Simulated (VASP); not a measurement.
The input files of a VASP run:

**POSCAR**
```
ScIn3
1
    4.4956900000     0.0000000000     0.0000000000
    0.0000000000     4.4956900000     0.0000000000
    0.0000000000     0.0000000000     4.4956900000
Sc In
1 3
Direct
  0.0000000000   0.0000000000   0.0000000000
  0.0000000000   0.5000000000   0.5000000000
  0.5000000000   0.0000000000   0.5000000000
  0.5000000000   0.5000000000   0.0000000000
```

**KPOINTS**
```
Regular mesh
0
gamma
6 6 6
```

**INCAR**
```
# general
SYSTEM   =  ScIn3
PREC     =  Accurate
ENCUT    =  300   # plane-wave cut-off (eV)
LREAL    =  .False.   # projection in real space or not
LASPH    =  .True.

# electronic loop
EDIFF    =  1E-6
NELM     =  100
ALGO     =  Normal   # blocked Davidson
LMAXMIX  =  4   # l cut-off of mixed one-centre charges

# smearing
ISMEAR   =  -1
SIGMA    =  0.1   # width (eV)

# ions
ISIF     =  2

# output
LWAVE    =  .False.
LCHARG   =  .False.
```

POTCAR, in this order: Sc_sv In_d (LDA.64 set). Program: vasp_std.

Translate this LDA calculation to Ansatz.

One equivalent input (not run):
Ansatz 0.2 input:
```yaml
crystal:
  lattice:
    - [4.4956900, 0.0000000, 0.0000000]
    - [0.0000000, 4.4956900, 0.0000000]
    - [0.0000000, 0.0000000, 4.4956900]
  atoms:
    - { symbol: Sc, position: [0.0000000, 0.0000000, 0.0000000] }
    - { symbol: In, position: [0.0000000, 0.5000000, 0.5000000] }
    - { symbol: In, position: [0.5000000, 0.0000000, 0.5000000] }
    - { symbol: In, position: [0.5000000, 0.5000000, 0.0000000] }
kpoints:
  mp_grid: { grid: [6, 6, 6] }
hamiltonian:
  xc: lda
  pseudopotentials: { kind: paw }
scf:
  occupations: { method: fermi_dirac, width: 0.1 }
  max_iter: 100
output: { forces: true, stress: true, eigenvalues: true }
```
The two are equivalent in intent, not identical: each code has its own PAW files, so the cut-off isn't converted (ENCUT is set for VASP's; basis.ecutwfc is left out, and Ansatz then takes the one that its files recommend); Ansatz stops its SCF on the density residual and VASP on the energy change (EDIFF); Ansatz's lda is the Perdew-Wang form, while the LDA potentials of VASP carry Perdew-Zunger's.

The structure comes from a computed database's ScIn3 entry (Pm-3m); how it stands against other phases isn't given here. The cell was not relaxed at this level. The run is one of a series of settings (GGA removed, POTCAR Sc_sv In_d (LDA.64 set) against the base run), some of them coarse on purpose.
